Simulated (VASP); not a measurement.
Input:

```yaml
crystal:
  lattice:
    - [0.00000, 2.97822, 2.97822]
    - [2.97822, 0.00000, 2.97822]
    - [2.97822, 2.97822, 0.00000]
  atoms:
    - { symbol: Cr, position: [0.00000, 0.00000, 0.00000], spin: 3.7 }
    - { symbol: Al, position: [0.25000, 0.25000, 0.25000] }
```

Computed with PBE GGA, VASP's PBE PAW potentials (set 64) (plane waves; VASP). Run with 400 eV cut-off, 10×10×10 Γ-centred mesh, first-order Methfessel-Paxton smearing of 0.10 eV, potentials Cr_pv Al.

The moments were started parallel, and other spin orders were not tried in this run.

Problem. Predict the cell moment, energy per atom (σ→0), band gap (on the k-mesh) with the smallest direct gap where there is one.

Solution. 
```json
{
 "band gap (on the k-mesh)": "none (metal, semimetal or under 0.01 eV)",
 "cell_moment": "4.24 μB",
 "energy per atom (σ→0)": "-5.140 eV/atom"
}
```

Problem. Give the moment on each site (PAW-sphere projection).

Solution. 
```tsv
site	moment (μB)
Cr1	3.74
Al2	0.00
```

The structure was generated: CrAl was put into the zinc blende type (F-43m), which need not be its known phase. It was relaxed first. The start is the result of an earlier pass.
